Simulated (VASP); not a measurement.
**VASP 6.6.1 run: AgF**

INCAR

```
SIGMA = 0.02
METAGGA = RSCAN
LWAVE = .FALSE.
LREAL = .FALSE.
ISMEAR = -1
LASPH = .TRUE.
NSW = 40
EDIFF = 1E-7
NELM = 120
ISIF = 3
IBRION = 2
ENCUT = 200
NBANDS = 16
EDIFFG = -5E-3
LCHARG = .FALSE.
PREC = Accurate
```

KPOINTS

```
KPOINTS created by Atomic Simulation Environment
0
Gamma
8 8 8
0 0 0
```

POSCAR

```
Ag F
 1.0000000000000000
    -0.0000000000000000    2.7334358092196527    2.7334358092196531
     2.7334358092196527    0.0000000000000000    2.7334358092196531
     2.7334358092196527    2.7334358092196527   -0.0000000000000000
 Ag  F
   1   1
Cartesian
  0.0000000000000000 -0.0000000000000000  0.0000000000000000
  1.3667179046098263  1.3667179046098263  1.3667179046098266
```

The recommended PBE PAW datasets give the neutral cell 18 valence electrons.

Command

```
mpirun -np 1 vasp_std
```

OSZICAR

```
N       E                     dE             d eps       ncg     rms          rms(c)
DAV:   1    -0.381398351574E+01   -0.38140E+01   -0.57812E+03  1120   0.475E+02
DAV:   2    -0.500447682446E+02   -0.46231E+02   -0.43955E+02  1144   0.148E+02
DAV:   3    -0.506510431040E+02   -0.60627E+00   -0.60561E+00  1120   0.169E+01
DAV:   4    -0.506524000516E+02   -0.13569E-02   -0.13569E-02  1232   0.819E-01
DAV:   5    -0.506524119929E+02   -0.11941E-04   -0.11941E-04  1088   0.731E-02    0.113E+01
DAV:   6    -0.435950905294E+02    0.70573E+01   -0.44535E+00   944   0.180E+01    0.613E+00
DAV:   7    -0.434772128405E+02    0.11788E+00   -0.10520E-01  1144   0.277E+00    0.344E+00
DAV:   8    -0.436283124767E+02   -0.15110E+00   -0.10765E-01   960   0.296E+00    0.533E-01
DAV:   9    -0.436264674016E+02    0.18451E-02   -0.52987E-03  1096   0.606E-01    0.171E-01
DAV:  10    -0.436268534199E+02   -0.38602E-03   -0.13724E-03   976   0.325E-01    0.619E-02
DAV:  11    -0.436268495955E+02    0.38244E-05   -0.11858E-04  1064   0.891E-02    0.356E-02
DAV:  12    -0.436268332893E+02    0.16306E-04   -0.42171E-05  1128   0.565E-02    0.141E-02
DAV:  13    -0.436268329068E+02    0.38241E-06   -0.14517E-05  1072   0.414E-02    0.714E-03
DAV:  14    -0.436268318609E+02    0.10459E-05   -0.19722E-06  1048   0.126E-02    0.228E-03
DAV:  15    -0.436268316861E+02    0.17485E-06   -0.19271E-07   984   0.592E-03    0.122E-04
DAV:  16    -0.436268317016E+02   -0.15536E-07   -0.15634E-08   520   0.869E-04
   1 F= -.43626832E+02 E0= -.43626832E+02  d E =-.436268E+02
```

Standard output (part)

```
POSCAR found type information on POSCAR AgF
 POSCAR found :  2 types and       2 ions
 LDA part: xc-table for (None), standard interpolation
 POSCAR, INCAR and KPOINTS ok, starting setup
 WAVECAR not read
 entering main loop
 curvature:   0.00 expect dE= 0.000E+00 dE for cont linesearch  0.000E+00
 search vector abs. value=  0.124E+03
 bond charge predicted
|     EEEEEEE  RRRRRR   RRRRRR   OOOOOOO  RRRRRR      ###     ###     ###     |
|     E        R     R  R     R  O     O  R     R     ###     ###     ###     |
|     E        R     R  R     R  O     O  R     R     ###     ###     ###     |
|     EEEEE    RRRRRR   RRRRRR   O     O  RRRRRR       #       #       #      |
|     E        R    R   R    R   O     O  R    R      ###     ###     ###     |
|     EEEEEEE  R     R  R     R  OOOOOOO  R     R     ###     ###     ###     |
|     Orbital orthonormalization failed in the inversion of matrix            |
|     LAPACK: Routine ZPOTRF failed! kpoint: 1 spin: 1                        |
|     Possible solutions for this issue are:                                  |
|     - Please check whether the atoms are too close to each other.           |
|     - Decreasing POTIM might help during relaxations or MDs.                |
|     - Deleting CHGCAR or WAVECAR if incompatible with the structure.        |
|     - Try calculating without symmetrizing (ISYM = 0 or ISYM = -1).         |
|       ---->  I REFUSE TO CONTINUE WITH THIS SICK JOB ... BYE!!! <----       |
```

VASP stopped with an error.

The run took about 14 s on one core of a shared host (Intel Xeon 6975P-C) and held 0.12 GiB at most.
